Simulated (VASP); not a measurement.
Level of theory: PBEsol GGA, VASP's PBE PAW potentials (set 64) (plane waves; VASP).

VASP input:

**INCAR**
```
ALGO = Normal
EDIFF = 1E-7
ENCUT = 520
GGA = PS
ISIF = 2
ISMEAR = -5
LASPH = .True.
LCHARG = .True.
LORBIT = 11
LREAL = .False.
LWAVE = .False.
NEDOS = 601
NELM = 100
PREC = Accurate
SYSTEM = SiC
```

**KPOINTS**
```
kpoints
0
gamma
 9 9 5
0 0 0
```

POSCAR:
```
SiC
1
    3.0780736124     0.0000000000    -0.0000000000
   -1.5390368062     2.6656894968     0.0000000000
    0.0000000000     0.0000000000     5.0489366021
Si C
2 2
Direct
  0.3333330000   0.6666670000   0.9995364237
  0.6666670000   0.3333330000   0.4995364237
  0.3333330000   0.6666670000   0.3754635763
  0.6666670000   0.3333330000   0.8754635763
```

POTCAR, in this order: Si C (PBE.64 set). Program: vasp_std.

The run wrote:

File OUTCAR:
```
 ion  position               nearest neighbor table
   1  0.333  0.667  1.000-   4 1.88   4 1.88   4 1.88   3 1.90   2 3.09   2 3.09   2 3.09   2 3.09
                             2 3.09   2 3.09
   2  0.667  0.333  0.500-   3 1.88   3 1.88   3 1.88   4 1.90   1 3.09   1 3.09   1 3.09   1 3.09
                             1 3.09   1 3.09
   3  0.333  0.667  0.375-   2 1.88   2 1.88   2 1.88   1 1.90
   4  0.667  0.333  0.875-   1 1.88   1 1.88   1 1.88   2 1.90
  LATTYP: Found a hexagonal cell.
 ALAT       =     3.0780736124
 C/A-ratio  =     1.6402910514
 Subroutine PRICEL returns:
 Original cell was already a primitive cell.
 Subroutine GETGRP returns: Found 12 space group operations
The static configuration has the point symmetry C_3v.
 The point group associated with its full space group is C_6v.
The dynamic configuration has the point symmetry C_3v.
 Subroutine INISYM returns: Found 12 space group operations
 Subroutine IBZKPT returns following result:
 Found     36 irreducible k-points:

 Following reciprocal coordinates:
            Coordinates               Weight
  0.000000  0.000000  0.000000      1.000000
  0.111111  0.000000  0.000000      6.000000
  0.222222 -0.000000  0.000000      6.000000
  0.333333  0.000000  0.000000      6.000000
  0.444444 -0.000000  0.000000      6.000000
  0.111111  0.111111  0.000000      6.000000
  0.222222  0.111111  0.000000     12.000000
  0.333333  0.111111  0.000000     12.000000
  0.444444  0.111111  0.000000      6.000000
  0.222222  0.222222  0.000000      6.000000
  0.333333  0.222222  0.000000     12.000000
  0.333333  0.333333  0.000000      2.000000
  0.000000  0.000000  0.200000      2.000000
  0.111111  0.000000  0.200000     12.000000
  0.222222 -0.000000  0.200000     12.000000
  0.333333  0.000000  0.200000     12.000000
  0.444444 -0.000000  0.200000     12.000000
  0.111111  0.111111  0.200000     12.000000
...
```

OSZICAR:
```
       N       E                     dE             d eps       ncg     rms          rms(c)
DAV:   1     0.346604186234E+02    0.34660E+02   -0.74888E+03   864   0.120E+03
DAV:   2    -0.324549341318E+02   -0.67115E+02   -0.61537E+02  1240   0.190E+02
DAV:   3    -0.353896206843E+02   -0.29347E+01   -0.29154E+01  1136   0.403E+01
DAV:   4    -0.354231459571E+02   -0.33525E-01   -0.33497E-01  1084   0.500E+00
DAV:   5    -0.354237168528E+02   -0.57090E-03   -0.57073E-03  1100   0.631E-01    0.124E+01
DAV:   6    -0.319765947228E+02    0.34471E+01   -0.98852E+00  1048   0.199E+01    0.563E+00
DAV:   7    -0.318511198064E+02    0.12547E+00   -0.88148E-01  1112   0.622E+00    0.239E+00
DAV:   8    -0.318237644549E+02    0.27355E-01   -0.50652E-02  1028   0.163E+00    0.507E-01
DAV:   9    -0.318216454172E+02    0.21190E-02   -0.58108E-03  1080   0.560E-01    0.129E-01
DAV:  10    -0.318217548850E+02   -0.10947E-03   -0.43509E-04  1028   0.156E-01    0.509E-02
DAV:  11    -0.318217540282E+02    0.85685E-06   -0.45324E-05  1080   0.545E-02    0.107E-02
DAV:  12    -0.318217543522E+02   -0.32401E-06   -0.21104E-06  1064   0.111E-02    0.242E-03
DAV:  13    -0.318217545173E+02   -0.16512E-06   -0.11442E-07   768   0.255E-03    0.129E-03
DAV:  14    -0.318217545308E+02   -0.13523E-07   -0.11044E-08   620   0.930E-04
   1 F= -.31821755E+02 E0= -.31821755E+02  d E =0.000000E+00
```

OUTCAR:
```
------------------------ aborting loop because EDIFF is reached ----------------------------------------
  FORCE on cell =-STRESS in cart. coord.  units (eV):
  Direction    XX          YY          ZZ          XY          YZ          ZX
  --------------------------------------------------------------------------------------
  Total       -0.0179414     -0.0179413      0.0314424      0.0000000      0.0000000      0.0000000
  in kB       -0.6938688     -0.6938686      1.2160108      0.0000000      0.0000000      0.0000000
  external PRESSURE =      -0.0572422 kB  Pullay stress =       0.0000000 kB
  volume of cell :       41.43
      direct lattice vectors                 reciprocal lattice vectors
     3.078073612  0.000000000  0.000000000     0.324878520  0.187568732  0.000000000
    -1.539036806  2.665689497  0.000000000     0.000000000  0.375137465  0.000000000
     0.000000000  0.000000000  5.048936602     0.000000000  0.000000000  0.198061509
  FREE ENERGIE OF THE ION-ELECTRON SYSTEM (eV)
  ---------------------------------------------------
  free  energy   TOTEN  =       -31.8217545308 eV

  energy  without entropy=      -31.8217545308  energy(sigma->0) =      -31.82175453

 total charge

# of ion       s       p       d       tot
------------------------------------------
    1        0.709   0.968   0.000   1.677
    2        0.709   0.968   0.000   1.677
    3        0.833   1.700   0.000   2.533
    4        0.833   1.700   0.000   2.533
--------------------------------------------------
tot          3.084   5.336   0.000   8.420
```
(Selected blocks of OUTCAR.)

The structure was generated: SiC was put into the wurtzite type (P6_3mc), which need not be its known phase. It was relaxed first.
